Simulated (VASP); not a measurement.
Data:

```
GaP
1.0
    0.00000     2.74936     2.74936
    2.74936     0.00000     2.74936
    2.74936     2.74936     0.00000
Ga P
1 1
Cartesian
  0.00000   0.00000   0.00000
  1.37468   1.37468   1.37468
```

Computed with optB88-vdW, VASP's PBE PAW potentials (set 64) (plane waves; VASP). Numerical set-up: 520 eV cut-off, 9×9×9 Γ-centred mesh, tetrahedra with Blöchl corrections, potentials Ga_d P.

Problem. Tabulate the total density of states (states/eV per cell) against energy (eV; zero at the valence-band maximum or, without a gap, the Fermi level).

Solution. 
| E (eV) | DOS (states/eV) |
|---|---|
| -9.96 | 1.19 |
| -9.60 | 1.38 |
| -9.24 | 0.00 |
| -8.76 | 0.00 |
| -8.40 | 0.00 |
| -8.04 | 0.00 |
| -7.68 | 0.00 |
| -7.32 | 0.00 |
| -6.96 | 0.00 |
| -6.48 | 0.77 |
| -6.12 | 1.57 |
| -5.76 | 0.70 |
| -5.40 | 0.52 |
| -5.04 | 0.36 |
| -4.56 | 0.28 |
| -4.20 | 0.22 |
| -3.84 | 0.19 |
| -3.48 | 1.33 |
| -3.12 | 1.07 |
| -2.76 | 1.42 |
| -2.28 | 1.62 |
| -1.92 | 1.55 |
| -1.56 | 1.51 |
| -1.20 | 1.39 |
| -0.84 | 0.73 |
| -0.48 | 0.35 |
| 0.00 | 0.00 |
| 0.36 | 0.00 |
| 0.72 | 0.00 |
| 1.08 | 0.00 |
| 1.44 | 0.00 |
| 1.92 | 0.30 |
| 2.28 | 0.85 |
| 2.64 | 1.97 |
| 3.00 | 1.77 |
| 3.36 | 0.85 |
| 3.72 | 0.90 |
| 4.20 | 0.87 |
| 4.56 | 2.30 |
| 4.92 | 1.50 |
Within 2 eV below the valence-band maximum the largest weight inside VASP's projection spheres is P p, then Ga p.

The compound is GaP in the zinc blende structure. It was relaxed first.
